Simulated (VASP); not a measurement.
Input:

```
SnO
1.0
    3.84631     0.00000     0.00000
    0.00000     3.84631     0.00000
    0.00000     0.00000     4.84833
Sn O
2 2
Direct
  0.50000   0.00000   0.75994
  0.00000   0.50000   0.24006
  0.50000   0.50000   0.00000
  0.00000   0.00000   0.00000
```

These are PBE GGA with D3 dispersion (zero damping), VASP's PBE PAW potentials (set 64) (plane waves; VASP) values and carry that method's errors. Numerical set-up: 520 eV cut-off, Gaussian smearing of 0.050 eV, potentials Sn_d O.

Unless said otherwise, spin-orbit coupling is left out, though it shifts the bands of the heavy elements here.

Task: What does the run give for the band gap (along the path) with the smallest direct gap where there is one?

Result: 
```yaml
band gap (along the path): 0.11 eV
smallest direct gap (along the path): 1.96 eV
```

The compound is SnO in the litharge structure. It was relaxed first.
